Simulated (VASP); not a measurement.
Computed with PBE GGA, VASP's PBE PAW potentials (set 64) (plane waves; VASP).

A VASP calculation is set up with these files.

File KPOINTS:
```
Automatic mesh
0
Gamma
14 14 14
0 0 0
```

### INCAR
```
! general
SYSTEM  = Au
PREC    = Accurate
ENCUT   = 600
LREAL   = .False.
LASPH   = .True.

! electronic loop
EDIFF   = 1E-6
NELM    = 100
ALGO    = Normal
LMAXMIX = 6

! smearing
ISMEAR  = 1
SIGMA   = 0.1

! functional
GGA     = PE

! ions
ISIF    = 2

! output
LWAVE   = .False.
LCHARG  = .False.
```

### POSCAR
```
Au
1
    0.0000000000     2.0400000000     2.0400000000
    2.0400000000     0.0000000000     2.0400000000
    2.0400000000     2.0400000000     0.0000000000
Au
1
Direct
  0.0000000000   0.0000000000   0.0000000000
```

POTCAR, in this order: Au (PBE.64 set). Program: vasp_std.

Output of the run:

File OSZICAR:
```
       N       E                     dE             d eps       ncg     rms          rms(c)
DAV:   1     0.503430789905E+02    0.50343E+02   -0.64240E+03  1976   0.123E+03
DAV:   2    -0.299489730250E+01   -0.53338E+02   -0.50064E+02  1926   0.217E+02
DAV:   3    -0.345655480852E+01   -0.46166E+00   -0.46133E+00  2206   0.215E+01
DAV:   4    -0.345783346847E+01   -0.12787E-02   -0.12786E-02  2136   0.116E+00
DAV:   5    -0.345784182556E+01   -0.83571E-05   -0.83560E-05  2153   0.892E-02    0.954E+00
DAV:   6    -0.321448567828E+01    0.24336E+00   -0.76855E-01  1904   0.865E+00    0.602E+00
DAV:   7    -0.319454177132E+01    0.19944E-01   -0.83320E-02  2010   0.282E+00    0.274E+00
DAV:   8    -0.319231218307E+01    0.22296E-02   -0.20661E-03  2007   0.479E-01    0.239E-01
DAV:   9    -0.319230163026E+01    0.10553E-04   -0.63557E-06  2059   0.291E-02    0.155E-02
DAV:  10    -0.319230730974E+01   -0.56795E-05   -0.25787E-06  2092   0.210E-02    0.182E-03
DAV:  11    -0.319230725835E+01    0.51385E-07   -0.36673E-08   961   0.188E-03
   1 F= -.31923073E+01 E0= -.31924524E+01  d E =0.435513E-03
```

File OUTCAR:
```
------------------------ aborting loop because EDIFF is reached ----------------------------------------
  FORCE on cell =-STRESS in cart. coord.  units (eV):
  Direction    XX          YY          ZZ          XY          YZ          ZX
  --------------------------------------------------------------------------------------
  Total        0.9668053      0.9668053      0.9668053     -0.0000000      0.0000000     -0.0000000
  in kB       91.2281962     91.2281962     91.2281962     -0.0000000      0.0000000     -0.0000000
  external PRESSURE =      91.2281962 kB  Pullay stress =       0.0000000 kB
  volume of cell :       16.98
      direct lattice vectors                 reciprocal lattice vectors
     0.000000000  2.040000000  2.040000000    -0.245098039  0.245098039  0.245098039
     2.040000000  0.000000000  2.040000000     0.245098039 -0.245098039  0.245098039
     2.040000000  2.040000000  0.000000000     0.245098039  0.245098039 -0.245098039
 POSITION                                       TOTAL-FORCE (eV/Angst)
 -----------------------------------------------------------------------------------
      0.00000      0.00000      0.00000         0.000000      0.000000      0.000000
 -----------------------------------------------------------------------------------
    total drift:                               -0.000000      0.000000      0.000000
  FREE ENERGIE OF THE ION-ELECTRON SYSTEM (eV)
  ---------------------------------------------------
  free  energy   TOTEN  =        -3.1923072584 eV

  energy  without entropy=       -3.1927427715  energy(sigma->0) =       -3.19245243
```
(Selected blocks of OUTCAR.)

The compound is Au in the fcc structure. The cell was not relaxed at this level. The run is one of a series of settings (ENCUT = 600 against the base run), some of them coarse on purpose.
